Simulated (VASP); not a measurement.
These are PBE GGA, VASP's PBE PAW potentials (set 64) (plane waves; VASP) values and carry that method's errors.

A VASP calculation is set up with these files.

KPOINTS:
```
Automatic
0
G
  14 14 14
```

### INCAR
```
SYSTEM  =  NiSi2
PREC  =  Accurate; ENCUT  =  300; LREAL  =  .FALSE.
LASPH  =  .TRUE.
EDIFF  =  1E-6; NELM  =  100; ALGO  =  Normal
LMAXMIX  =  4
ISMEAR  =  0; SIGMA  =  0.1
GGA  =  PE
ISIF  =  2
LWAVE  =  .FALSE.; LCHARG  =  .FALSE.
```

File POSCAR:
```
NiSi2
3.8939240
  0.0000000000   0.7071067643   0.7071067643
  0.7071067643   0.0000000000   0.7071067643
  0.7071067643   0.7071067643   0.0000000000
Si Ni
2 1
Direct
  0.2500000000   0.2500000000   0.2500000000
  0.7500000000   0.7500000000   0.7500000000
  0.0000000000   0.0000000000   0.0000000000
```

POTCAR, in this order: Si Ni (PBE.64 set). Program: vasp_std.

Output of the run:

### OSZICAR
```
       N       E                     dE             d eps       ncg     rms          rms(c)
DAV:   1     0.469365567393E+02    0.46937E+02   -0.55822E+03  2808   0.879E+02
DAV:   2    -0.168220927422E+02   -0.63759E+02   -0.59923E+02  2849   0.197E+02
DAV:   3    -0.192527118520E+02   -0.24306E+01   -0.23710E+01  3466   0.423E+01
DAV:   4    -0.192949705110E+02   -0.42259E-01   -0.42131E-01  3218   0.566E+00
DAV:   5    -0.192961099431E+02   -0.11394E-02   -0.11390E-02  3509   0.895E-01    0.159E+01
DAV:   6    -0.244799069960E+02   -0.51838E+01   -0.55092E+01  2885   0.173E+02    0.255E+01
DAV:   7    -0.175060100535E+02    0.69739E+01   -0.15871E+01  3229   0.107E+02    0.426E+00
DAV:   8    -0.173885656061E+02    0.11744E+00   -0.23653E+00  3913   0.256E+01    0.248E+00
DAV:   9    -0.173520736638E+02    0.36492E-01   -0.26424E-01  3347   0.916E+00    0.558E-01
DAV:  10    -0.173511321909E+02    0.94147E-03   -0.69407E-03  3691   0.143E+00    0.278E-01
DAV:  11    -0.173511990640E+02   -0.66873E-04   -0.92809E-04  3315   0.319E-01    0.321E-02
DAV:  12    -0.173512356244E+02   -0.36560E-04   -0.54541E-05  3414   0.117E-01    0.237E-02
DAV:  13    -0.173512383355E+02   -0.27111E-05   -0.29563E-05  3177   0.105E-01    0.864E-03
DAV:  14    -0.173512386386E+02   -0.30312E-06   -0.17292E-06  2723   0.105E-02
   1 F= -.17351239E+02 E0= -.17349333E+02  d E =-.381160E-02
```

File OUTCAR:
```
------------------------ aborting loop because EDIFF is reached ----------------------------------------
  FORCE on cell =-STRESS in cart. coord.  units (eV):
  Direction    XX          YY          ZZ          XY          YZ          ZX
  --------------------------------------------------------------------------------------
  Total       -1.2532219     -1.2532219     -1.2532219      0.0000000      0.0000000      0.0000000
  in kB      -48.0940318    -48.0940318    -48.0940318      0.0000000      0.0000000      0.0000000
  external PRESSURE =     -48.0940318 kB  Pullay stress =       0.0000000 kB
  volume of cell :       41.75
      direct lattice vectors                 reciprocal lattice vectors
     0.000000000  2.753420000  2.753420000    -0.181592347  0.181592347  0.181592347
     2.753420000  0.000000000  2.753420000     0.181592347 -0.181592347  0.181592347
     2.753420000  2.753420000  0.000000000     0.181592347  0.181592347 -0.181592347
 POSITION                                       TOTAL-FORCE (eV/Angst)
 -----------------------------------------------------------------------------------
      1.37671      1.37671      1.37671        -0.000000     -0.000000     -0.000000
      4.13013      4.13013      4.13013         0.000000      0.000000      0.000000
      0.00000      0.00000      0.00000        -0.000000      0.000000     -0.000000
 -----------------------------------------------------------------------------------
    total drift:                               -0.000000      0.000000      0.000000
  FREE ENERGIE OF THE ION-ELECTRON SYSTEM (eV)
  ---------------------------------------------------
  free  energy   TOTEN  =       -17.3512386386 eV

  energy  without entropy=      -17.3474270418  energy(sigma->0) =      -17.34933284
```
(Selected blocks of OUTCAR.)

At this cut-off the stress carries a Pulay error, which pulls relaxed volumes low.

The structure is a typed NiSi2 crystal. The cell was not relaxed at this level. The run is not spin-polarised, so no magnetic state was tried.
